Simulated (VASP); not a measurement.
Crystal: SnTeS4.

```
Sn Te S
1.0
     6.12711    0.00000    0.00000
     0.00000    3.32390    0.00000
    -0.00739    0.00000    6.89725
Sn Te S
1 1 4
Direct
  0.50000 0.50000 0.50000
  0.00000 0.00000 0.00000
  0.30303 0.50000 0.13377
  0.69697 0.50000 0.86623
  0.82229 0.00000 0.34793
  0.17771 0.00000 0.65207
```

The cell was built by a generator and needn't be a form met in nature.

* Program: VASP 6.6.1
* Task: relaxation of cell and atoms
* Functional: PBE
* Potentials or basis: VASP PAW PBE potentials, release 64 (Sn_d, Te, S)
* Cutoff: 520 eV
* k mesh: 3 × 4 × 2
* Occupations: gaussian, width 0.15 eV
* Spin: no spin polarisation

At the start: pressure 1.5 GPa; volume 23.41 Å³/atom.

Problem. Where does the relaxation end?

Solution. Over 22 steps the energy falls by 267.5 meV/atom and the volume is 24.45 Å³/atom (+4.4 %); space group P2/m (No. 10, to 0.05 Å).

Step by step:
| step | energy change (eV) | largest force (eV/Å) | pressure (GPa) | volume (Å³) |
| --- | --- | --- | --- | --- |
| 1 | 0.0000 | 0.7035 | 1.52 | 140.47 |
| 2 | -0.5667 | 1.1522 | -0.42 | 144.74 |
| 3 | -0.8135 | 0.6837 | -2.76 | 154.75 |
| 4 | -0.9085 | 0.8575 | -2.30 | 152.01 |
| 5 | -0.9118 | 0.9453 | -2.01 | 150.56 |
| 6 | -1.1004 | 1.0195 | 0.18 | 143.56 |
| 7 | -1.1126 | 0.9588 | 2.55 | 138.91 |
| 8 | -1.1201 | 1.0019 | 1.71 | 140.48 |
| 9 | -1.2569 | 0.6571 | 1.70 | 140.27 |
| 10 | -1.2945 | 0.4902 | 2.14 | 140.08 |
| 11 | -1.4261 | 0.3565 | -0.46 | 145.09 |
| 12 | -1.4546 | 0.3541 | -1.19 | 147.66 |
| 13 | -1.4454 | 0.4425 | -3.04 | 152.85 |
| 14 | -1.4611 | 0.3687 | -1.83 | 149.45 |
| 15 | -1.5457 | 0.2788 | -0.58 | 146.88 |
| 16 | -1.5595 | 0.2501 | 0.46 | 145.25 |
| 17 | -1.5807 | 0.1943 | 0.06 | 146.01 |
| 18 | -1.5940 | 0.2017 | -0.43 | 147.18 |
| 19 | -1.6024 | 0.0956 | 0.45 | 145.70 |
| 20 | -1.6024 | 0.1133 | 0.31 | 145.81 |
| 21 | -1.6024 | 0.0855 | 0.27 | 145.76 |
| 22 | -1.6052 | 0.0600 | 0.12 | 146.68 |

Final structure:
```
Sn Te S
1.0
     5.93580    0.00000    0.02463
     0.00000    3.85245    0.00000
     0.02907    0.00000    6.41433
Sn Te S
1 1 4
Direct
  0.50000 0.50000 0.50000
  0.00000 0.00000 0.00000
  0.26307 0.50000 0.14707
  0.73693 0.50000 0.85293
  0.74590 0.00000 0.35884
  0.25410 0.00000 0.64116
```

Caveat: the k mesh is coarse (spacing up to 0.47 Å⁻¹), so the values aren't converged.
